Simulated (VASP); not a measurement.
Given:

```
CELL_PARAMETERS angstrom
      0.00000     1.97650     1.97650
      1.97650     0.00000     1.97650
      1.97650     1.97650     0.00000
ATOMIC_POSITIONS crystal
  V  0.00000 0.00000 0.00000
  N  0.50000 0.50000 0.50000
```

Computed with LDA (Ceperley-Alder, Perdew-Zunger), VASP's LDA PAW potentials (set 64) (plane waves; VASP 6.6.1). Settings: 620 eV cut-off, 16×16×16 Γ-centred mesh, first-order Methfessel-Paxton smearing of 0.10 eV, potentials V_sv N.

Question: Estimate the energy per atom (σ→0), pressure, band gap (on the k-mesh) with the smallest direct gap where there is one.

Answer: 
The band gap (on the k-mesh) is none (metal, semimetal or under 0.01 eV). The energy per atom (σ→0) is -10712 meV/atom and the pressure comes out as 29.78 GPa.

Total energies compare only between runs with the same potentials, cut-off and functional.

The compound is VN in the rock salt structure, which distorts at low temperature. It was relaxed first under an external pressure of 30 GPa. The run is not spin-polarised, so no magnetic state was tried. VASP warned that the highest band is occupied, so more bands are needed.
